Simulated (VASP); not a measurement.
OSZICAR of a VASP run on Tl (hcp):

**OSZICAR**
```
       N       E                     dE             d eps       ncg     rms          rms(c)
DAV:   1     0.124079411573E+03    0.12408E+03   -0.14282E+04  2864   0.142E+03
DAV:   2    -0.241590210821E+01   -0.12650E+03   -0.12516E+03  3072   0.290E+02
DAV:   3    -0.448094841965E+01   -0.20650E+01   -0.20559E+01  3372   0.331E+01
DAV:   4    -0.449345800703E+01   -0.12510E-01   -0.12462E-01  3274   0.259E+00
DAV:   5    -0.449360539869E+01   -0.14739E-03   -0.14706E-03  3213   0.285E-01    0.227E+00
DAV:   6    -0.445816301400E+01    0.35442E-01   -0.71457E-02  2987   0.220E+00    0.164E+00
DAV:   7    -0.445230782503E+01    0.58552E-02   -0.28801E-02  3013   0.139E+00    0.648E-01
DAV:   8    -0.445201744300E+01    0.29038E-03   -0.16980E-03  2971   0.341E-01    0.332E-02
DAV:   9    -0.445202384109E+01   -0.63981E-05   -0.13506E-05  3447   0.338E-02    0.123E-02
DAV:  10    -0.445203056780E+01   -0.67267E-05   -0.58806E-06  2985   0.220E-02    0.929E-04
DAV:  11    -0.445203082659E+01   -0.25879E-06   -0.16661E-07  2432   0.290E-03    0.516E-04
DAV:  12    -0.445203093099E+01   -0.10440E-06   -0.23246E-08  1560   0.131E-03    0.540E-05
DAV:  13    -0.445203093893E+01   -0.79399E-08   -0.10455E-09  1540   0.279E-04
   1 F= -.44520309E+01 E0= -.44520309E+01  d E =0.000000E+00
```

Task: Which electronic solver shows in the log?

Result: It is blocked Davidson (ALGO = Normal, or the opening steps of other solvers). The INCAR had ALGO = Normal.

Task: Can the final energy be trusted as converged?

Result: The calculation finished and met its thresholds. It stopped with EDIFF = 1E-7, NELM = 100 (PBE GGA, plane waves, VASP's PBE PAW potentials (set 64)).

The compound is Tl in the hcp structure. It was relaxed first, which changed the volume by +10 %.
